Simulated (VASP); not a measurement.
Consider the following.

```
CELL_PARAMETERS angstrom
      3.90265     0.00000     0.00000
     -1.95133     3.37979     0.00000
      0.00000     0.00000     6.60778
ATOMIC_POSITIONS crystal
  Sc 0.00000 0.00000 0.00000
  Ag 0.00000 0.00000 0.50000
  Se 0.33333 0.66667 0.23239
  Se 0.66667 0.33333 0.76761
```

Computed with r2SCAN meta-GGA, VASP's PBE PAW potentials (set 64) (plane waves; VASP). Run with 400 eV cut-off, 7×7×4 Γ-centred mesh, tetrahedra with Blöchl corrections, potentials Sc_sv Ag Se.

**Question.** Give the energies of bands 7 to 20 at the high-symmetry points, in eV from the valence-band maximum.

**Answer.** 
```
band      Γ      M      K      A      L      H
----  -----  -----  -----  -----  -----  -----
7     -5.49  -5.51  -5.00  -4.31  -5.12  -4.55
8     -4.21  -4.38  -4.70  -4.07  -4.91  -4.55
9     -4.21  -4.29  -4.70  -4.07  -4.33  -4.37
10    -3.68  -3.86  -3.90  -3.86  -4.20  -4.12
11    -3.49  -3.71  -3.90  -3.48  -3.66  -4.12
12    -3.49  -3.20  -3.02  -3.48  -3.20  -3.98
13    -1.67  -3.06  -2.89  -2.85  -2.81  -2.94
14    -1.67  -2.84  -2.56  -2.36  -2.79  -2.94
15    -1.03  -2.13  -2.56  -2.36  -2.56  -2.81
16    -0.78  -1.58  -1.77   0.00  -0.86  -1.12
17    -0.78  -1.34  -1.77   0.00  -0.52  -1.12
18     1.90   1.30   1.90   1.78   0.98   2.12
19     1.90   2.75   2.75   1.78   2.72   2.48
20     2.29   2.88   2.75   1.96   2.85   2.48
```

The gap is indirect, 0.98 eV, from the valence maximum at A to the conduction minimum at L.

The structure comes from a computed database's ScAgSe2 entry (P-3m1); how it stands against other phases isn't given here. It was relaxed first.
